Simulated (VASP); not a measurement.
Output of a VASP run:

**OUTCAR**
```
 ion  position               nearest neighbor table
   1  0.000  0.000  0.000-   4 2.22   4 2.22   4 2.22   3 2.22   3 2.22   3 2.22   2 3.14   2 3.14
                             2 3.14   2 3.14   2 3.14   2 3.14
   2  0.500  0.500  0.500-   3 2.22   3 2.22   3 2.22   4 2.22   4 2.22   4 2.22   1 3.14   1 3.14
                             1 3.14   1 3.14   1 3.14   1 3.14
   3  0.250  0.250  0.250-   1 2.22   1 2.22   1 2.22   2 2.22   2 2.22   2 2.22
   4  0.750  0.750  0.750-   2 2.22   2 2.22   2 2.22   1 2.22   1 2.22   1 2.22
  LATTYP: Found a trigonal (rhomboedric) cell.
 ALAT       =     5.4378672290
 COS(alpha) =     0.8333333333
 Subroutine PRICEL returns following result:
  LATTYP: Found a face centered cubic cell.
 ALAT       =     4.4400000000
 Subroutine GETGRP returns: Found 12 space group operations
The static configuration has the point symmetry D_3d.
The dynamic configuration has the point symmetry D_3d.
The overall configuration has the point symmetry D_3d.
 Subroutine INISYM returns: Found 12 space group operations
 Subroutine IBZKPT returns following result:
 Found     44 irreducible k-points:

 Following reciprocal coordinates:
            Coordinates               Weight
  0.000000  0.000000  0.000000      1.000000
  0.142857 -0.000000 -0.000000      6.000000
  0.285714 -0.000000 -0.000000      6.000000
  0.428571 -0.000000 -0.000000      6.000000
  0.142857  0.142857  0.000000      6.000000
  0.285714  0.142857  0.000000     12.000000
  0.428571  0.142857 -0.000000     12.000000
 -0.428571  0.142857 -0.000000     12.000000
 -0.285714  0.142857  0.000000     12.000000
 -0.142857  0.142857  0.000000      6.000000
  0.285714  0.285714 -0.000000      6.000000
  0.428571  0.285714 -0.000000     12.000000
 -0.428571  0.285714 -0.000000     12.000000
 -0.285714  0.285714  0.000000      6.000000
  0.428571  0.428571 -0.000000      6.000000
 -0.428571  0.428571  0.000000      6.000000
  0.142857  0.142857  0.142857      2.000000
  0.285714  0.142857  0.142857      6.000000
  0.428571  0.142857  0.142857      6.000000
 -0.428571  0.142857  0.142857      6.000000
 -0.285714  0.142857  0.142857      6.000000
 -0.142857  0.142857  0.142857      6.000000
  0.285714  0.285714  0.142857      6.000000
  0.428571  0.285714  0.142857     12.000000
 -0.428571  0.285714  0.142857     12.000000
 -0.285714  0.285714  0.142857     12.000000
 -0.142857  0.285714  0.142857     12.000000
  0.428571  0.428571  0.142857      6.000000
 -0.428571  0.428571  0.142857     12.000000
 -0.285714  0.428571  0.142857     12.000000
 -0.142857  0.428571  0.142857     12.000000
 -0.428571 -0.428571  0.142857      6.000000
 -0.285714 -0.428571  0.142857     12.000000
 -0.285714 -0.285714  0.142857      6.000000
  0.285714  0.285714  0.285714      2.000000
  0.428571  0.285714  0.285714      6.000000
 -0.428571  0.285714  0.285714      6.000000
 -0.285714  0.285714  0.285714      6.000000
  0.428571  0.428571  0.285714      6.000000
 -0.428571  0.428571  0.285714     12.000000
   k-points           NKPTS =     44   k-points in BZ     NKDIM =     44   number of bands    NBANDS=     23
   number of dos      NEDOS =    301   number of ions     NIONS =      4
   total plane-waves  NPLWV =  64000
   dimension x,y,z NGX =    40 NGY =   40 NGZ =   40
   dimension x,y,z NGXF=    80 NGYF=   80 NGZF=   80
   ions per type =               2   2
   PREC   = accura    normal or accurate (medium, high low for compatibility)
   ISTART =      0    job   : 0-new  1-cont  2-samecut
   ICHARG =      2    charge: 1-file 2-atom 10-const
   ISPIN  =      2    spin polarized calculation?
   LNONCOLLINEAR =      F non collinear calculations
   LSORBIT =      F    spin-orbit coupling
   INIWAV =      1    electr: 0-lowe 1-rand  2-diag
   ENCUT  =  520.0 eV  38.22 Ry    6.18 a.u.  10.11 10.11 10.11*2*pi/ulx,y,z
   NELM   =    100;   NELMIN=  2; NELMDL= -5     # of ELM steps
   EDIFF  = 0.1E-05   stopping-criterion for ELM
   LREAL  =      F    real-space projection
...
```

### OSZICAR
```
       N       E                     dE             d eps       ncg     rms          rms(c)
DAV:   1     0.455173058957E+03    0.45517E+03   -0.22463E+04  4144   0.204E+03
DAV:   2     0.153943269765E+02   -0.43978E+03   -0.43163E+03  4125   0.560E+02
DAV:   3    -0.341337092574E+02   -0.49528E+02   -0.48607E+02  5706   0.175E+02
DAV:   4    -0.354129579319E+02   -0.12792E+01   -0.12716E+01  4552   0.291E+01
DAV:   5    -0.354326454326E+02   -0.19688E-01   -0.19682E-01  4928   0.408E+00    0.200E+01
DAV:   6    -0.314178225776E+02    0.40148E+01   -0.39911E+01  5234   0.544E+01    0.166E+01
DAV:   7    -0.319603734349E+02   -0.54255E+00   -0.31592E+00  4190   0.214E+01    0.106E+01
DAV:   8    -0.318639740749E+02    0.96399E-01   -0.17805E+00  4902   0.101E+01    0.583E+00
DAV:   9    -0.319600549607E+02   -0.96081E-01   -0.22453E-01  5022   0.525E+00    0.109E+00
DAV:  10    -0.319698954214E+02   -0.98405E-02   -0.43265E-02  4520   0.160E+00    0.407E-01
DAV:  11    -0.319691398233E+02    0.75560E-03   -0.98309E-03  4958   0.652E-01    0.183E-01
DAV:  12    -0.319695046992E+02   -0.36488E-03   -0.10169E-03  4984   0.250E-01    0.537E-02
DAV:  13    -0.319694762315E+02    0.28468E-04   -0.19518E-04  4911   0.115E-01    0.297E-02
DAV:  14    -0.319694967760E+02   -0.20544E-04   -0.20353E-05  5105   0.403E-02    0.851E-03
DAV:  15    -0.319694967194E+02    0.56551E-07   -0.91836E-07  2493   0.129E-02
   1 F= -.31969497E+02 E0= -.31969497E+02  d E =-.321541E-23  mag=     0.0000
```

OUTCAR:
```
------------------------ aborting loop because EDIFF is reached ----------------------------------------
  FORCE on cell =-STRESS in cart. coord.  units (eV):
  Direction    XX          YY          ZZ          XY          YZ          ZX
  --------------------------------------------------------------------------------------
  Total        0.9151231      0.9151231      0.9151231     -0.3749032     -0.3749032     -0.3749032
  in kB       33.5020335     33.5020335     33.5020335    -13.7249505    -13.7249505    -13.7249505
  external PRESSURE =      33.5020335 kB  Pullay stress =       0.0000000 kB
  volume of cell :       43.76
      direct lattice vectors                 reciprocal lattice vectors
     4.440000000  2.220000000  2.220000000     0.337837838 -0.112612613 -0.112612613
     2.220000000  4.440000000  2.220000000    -0.112612613  0.337837838 -0.112612613
     2.220000000  2.220000000  4.440000000    -0.112612613 -0.112612613  0.337837838
 POSITION                                       TOTAL-FORCE (eV/Angst)
 -----------------------------------------------------------------------------------
      0.00000      0.00000      0.00000        -0.000000      0.000000      0.000000
      4.44000      4.44000      4.44000         0.000000      0.000000     -0.000000
      2.22000      2.22000      2.22000         0.000000     -0.000000     -0.000000
      6.66000      6.66000      6.66000        -0.000000      0.000000      0.000000
 -----------------------------------------------------------------------------------
    total drift:                                0.000000     -0.000000     -0.000000
  FREE ENERGIE OF THE ION-ELECTRON SYSTEM (eV)
  ---------------------------------------------------
  free  energy   TOTEN  =       -31.9694967194 eV

  energy  without entropy=      -31.9694967194  energy(sigma->0) =      -31.96949672

 total charge

# of ion       s       p       d       tot
------------------------------------------
    1        0.203   6.180   4.972  11.355
    2        0.203   6.180   4.972  11.355
    3        1.558   3.439   0.000   4.996
    4        1.558   3.439   0.000   4.996
--------------------------------------------------
tot          3.522  19.237   9.943  32.703

 magnetization (x)

# of ion       s       p       d       tot
------------------------------------------
    1        0.018   0.018   4.437   4.473
    2       -0.018  -0.018  -4.437  -4.473
    3        0.000   0.000   0.000   0.000
    4        0.000   0.000   0.000   0.000
--------------------------------------------------
tot          0.000   0.000   0.000   0.000
```
(Selected blocks of OUTCAR.)

File POSCAR:
```
MnO
1
    4.4400000000     2.2200000000     2.2200000000
    2.2200000000     4.4400000000     2.2200000000
    2.2200000000     2.2200000000     4.4400000000
Mn O
2 2
Direct
  0.0000000000   0.0000000000   0.0000000000
  0.5000000000   0.5000000000   0.5000000000
  0.2500000000   0.2500000000   0.2500000000
  0.7500000000   0.7500000000   0.7500000000
```

Question: Reconstruct the remaining input files.

Answer: One answer among several that fit: the input of the run itself, PBE GGA + U (Dudarev), plane waves, VASP's PBE PAW potentials (set 64).

**INCAR**
```
SYSTEM = MnO
PREC = Accurate; ENCUT = 520; LREAL = .FALSE.
LASPH = .TRUE.
EDIFF = 1E-6; NELM = 100; ALGO = Normal
LMAXMIX = 4
ISMEAR = 0; SIGMA = 0.05
GGA = PE
MAGMOM = 5.0 -5.0 0.0 0.0
ISPIN = 2
LDAUL = 2 -1
LDAUU = 2.0 0
LDAUJ = 0 0
LDAU = .TRUE.; LDAUTYPE = 2; LDAUPRINT = 1
ISIF = 2
LWAVE = .FALSE.; LCHARG = .FALSE.; LORBIT = 10
```

**KPOINTS**
```
Automatic mesh
0
Gamma
7 7 7
0 0 0
```

POTCAR, in this order: Mn_pv O (PBE.64 set). Program: vasp_std.

The compound is MnO in the rock salt, AFM-II order structure. The cell was not relaxed at this level. The run is one of a series of settings (LDAU = .TRUE., LDAUJ = 0 0, LDAUL = 2 -1, LDAUTYPE = 2, LDAUU = 2.0 0 against the base run), some of them coarse on purpose.
